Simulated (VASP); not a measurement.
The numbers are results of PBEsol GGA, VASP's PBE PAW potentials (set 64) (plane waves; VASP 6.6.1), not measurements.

Input for VASP

### INCAR
```
# general
SYSTEM   =  ZrC
PREC     =  Accurate
ENCUT    =  530
LREAL    =  .FALSE.
LASPH    =  .TRUE.

# electronic loop
EDIFF    =  1E-6
NELM     =  100
ALGO     =  Normal
LMAXMIX  =  4

# smearing
ISMEAR   =  1
SIGMA    =  0.1

# functional
GGA      =  PS

# ions
IBRION   =  2
NSW      =  60
ISIF     =  3
EDIFFG   =  -0.01

# output
LWAVE    =  .FALSE.
LCHARG   =  .FALSE.
```

**POSCAR**
```
ZrC
1.0
  0.0000000000   2.3500000000   2.3500000000
  2.3500000000   0.0000000000   2.3500000000
  2.3500000000   2.3500000000   0.0000000000
Zr C
1 1
Cartesian
  0.0000000000   0.0000000000   0.0000000000
  2.3500000000   2.3500000000   2.3500000000
```

### KPOINTS
```
Automatic mesh
0
Gamma
12 12 12
0 0 0
```

POTCAR, in this order: Zr_sv C (PBE.64 set). Program: vasp_std.

Q: What does the run give for the energy per atom (σ→0), volume per atom, band gap (on the k-mesh)?

A: 
The energy per atom (σ→0) is -10.286 eV/atom, the band gap (on the k-mesh) is none (metal, semimetal or under 0.01 eV) and the volume per atom is 12.75 Å^3/atom.

### OSZICAR
```
...
DAV:   2    -0.205843016916E+02    0.72433E-01   -0.21874E-01  1776   0.581E+00    0.122E+00
DAV:   3    -0.205682053942E+02    0.16096E-01   -0.76600E-02  2344   0.239E+00    0.387E-01
DAV:   4    -0.205700373028E+02   -0.18319E-02   -0.28818E-03  2428   0.458E-01    0.297E-01
DAV:   5    -0.205716919879E+02   -0.16547E-02   -0.24764E-03  2804   0.290E-01    0.437E-02
DAV:   6    -0.205717707492E+02   -0.78761E-04   -0.19572E-04  2632   0.123E-01    0.355E-02
DAV:   7    -0.205717755654E+02   -0.48162E-05   -0.25231E-05  2144   0.656E-02    0.129E-02
DAV:   8    -0.205717765187E+02   -0.95334E-06   -0.14053E-06  1324   0.150E-02
   3 F= -.20571777E+02 E0= -.20571634E+02  d E =-.606001E-02
```

The compound is ZrC in the rock salt structure. This run relaxes it. Symmetry was kept, so distortions that lower it aren't found.
